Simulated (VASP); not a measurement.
Input of a VASP 6.6.1 run:

POSCAR

```
AlN
1.0
    3.1100000000      0.0000000000      0.0000000000
   -1.5550000000      2.6933390058      0.0000000000
    0.0000000000      0.0000000000      4.9800000000
Al N
2 2
Direct
    0.6666666667      0.3333333333      0.0000000000
    0.3333333333      0.6666666667      0.5000000000
    0.6666666667      0.3333333333      0.3820000000
    0.3333333333      0.6666666667      0.8820000000
```

The input INCAR.step1:

```
PREC = Accurate
ENCUT = 520
EDIFF = 1E-5
ISMEAR = -1
SIGMA = 0.05
LREAL = False
LASPH = True
NELM = 60
ALGO = Normal
ISIF = 2
LWAVE = True
LCHARG = False
GGA = PE
```

File INCAR.step2:

```
PREC = Accurate
ENCUT = 520
EDIFF = 1E-7
ISMEAR = -1
SIGMA = 0.05
LREAL = False
LASPH = True
NELM = 60
ALGO = Normal
ISIF = 2
LWAVE = False
LCHARG = False
METAGGA = MBJ
ISTART = 1
```

The input KPOINTS:

```
Automatic mesh
0
Gamma
  8 8 5
```

Potentials or basis: VASP PAW PBE potentials, release 64 (Al, N).

Launch:

```bash
$ cat potpaw_PBE.64/Al/POTCAR potpaw_PBE.64/N/POTCAR > POTCAR
$ cp INCAR.step1 INCAR
$ mpirun -np 1 vasp_std > vasp.out
$ cp INCAR.step2 INCAR
$ mpirun -np 1 vasp_std > vasp.out
```

(1) What does it give for the band gap on the k mesh?

Answers

(1) 5.37 eV, direct.

**What was measured.**

From “Structural and optical properties of self-assembled AlN nanowires grown on SiO2/Si substrates by molecular beam epitaxy”, 2024, arxiv:2402.00216, for a bulk crystal of AlN at 0 K: band gap 6.0343 eV (an exciton energy, a little under the gap).

Measured gap of AlN: 6.0343 eV (an exciton energy, a little under the gap; 0 K; quoted in “Structural and optical properties of self-assembled AlN nanowires grown on SiO2/Si substrates by molecular beam epitaxy”, 2024, arxiv:2402.00216). This calculation gives 5.37 eV (-0.66 eV). 2 values of this kind are on record (6.034 to 6.0343 eV); this one was drawn at random. The value is that of TB-mBJ, without temperature or zero-point motion.
